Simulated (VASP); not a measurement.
Wanted: the native input for a VASP 6.6.1 run.

- Task: single point
- Functional: r2SCAN
- Potentials or basis: VASP PAW PBE potentials, release 64 (Ga_d, P)
- Cutoff: 520 eV
- k mesh: 6 × 6 × 6
- Occupations: gaussian, width 0.01 eV
- Spin: no spin polarisation
- Dipole correction: no
- Further INCAR settings: ALGO = Normal; EDIFF = 1e-07; NBANDS = 16

GaP:

```xyz
2
Lattice="0.0000 2.7961 2.7961 2.7961 0.0000 2.7961 2.7961 2.7961 0.0000" Properties=species:S:1:pos:R:3 pbc="T T T"
Ga    0.0000    0.0000    0.0000
P     1.3980    1.3980    1.3980
```

The input as run:

POSCAR

```
GaP
1.0
    0.0000000000      2.7960671692      2.7960671692
    2.7960671692      0.0000000000      2.7960671692
    2.7960671692      2.7960671692      0.0000000000
Ga P
1 1
Direct
    0.0000000000      0.0000000000      0.0000000000
    0.2500000000      0.2500000000      0.2500000000
```

INCAR.step1

```
PREC     = Accurate       # precision mode
ENCUT    = 520            # plane-wave cutoff, eV
ISMEAR   = 0              # smearing method
SIGMA    = 0.01           # smearing width, eV
LREAL    = False          # projectors in reciprocal space
LASPH    = True           # aspherical terms in the spheres
NELM     = 100            # most SCF steps
NBANDS   = 16             # bands
GGA      = PE             # functional
ALGO     = Normal         # electronic algorithm
EDIFF    = 1E-4           # SCF threshold, eV
LWAVE    = True           # write WAVECAR
LCHARG   = False          # write CHGCAR
```

INCAR.step2

```
PREC     = Accurate       # precision mode
ENCUT    = 520            # plane-wave cutoff, eV
EDIFF    = 1E-7           # SCF threshold, eV
ISMEAR   = 0              # smearing method
SIGMA    = 0.01           # smearing width, eV
LREAL    = False          # projectors in reciprocal space
LASPH    = True           # aspherical terms in the spheres
NELM     = 100            # most SCF steps
ALGO     = Normal         # electronic algorithm
ISIF     = 2              # what is computed and relaxed
LWAVE    = False          # write WAVECAR
LCHARG   = False          # write CHGCAR
METAGGA  = R2SCAN         # meta-GGA
LMIXTAU  = True         
NBANDS   = 16             # bands
ISTART   = 1
```

KPOINTS

```
Automatic mesh
0
Gamma
  6 6 6
```

Potentials or basis: VASP PAW PBE potentials, release 64 (Ga_d, P).

Command:

```console
$ cat potpaw_PBE.64/Ga_d/POTCAR potpaw_PBE.64/P/POTCAR > POTCAR
$ cp INCAR.step1 INCAR
$ mpirun -np 1 vasp_std > vasp.out
$ cp INCAR.step2 INCAR
$ mpirun -np 1 vasp_std > vasp.out
```

Results of the run:

```
Pressure               : -5.7 GPa
Band gap on the k mesh : 1.68 eV, direct
```

Caveat: the PAW data sets were made with another functional, which shifts forces and pressure a little.

It took 55 s on 1 thread of Intel(R) Xeon(R) Platinum 8375C CPU @ 2.90GHz (Ice Lake), with other jobs on the host, peak memory 0.17 GiB.
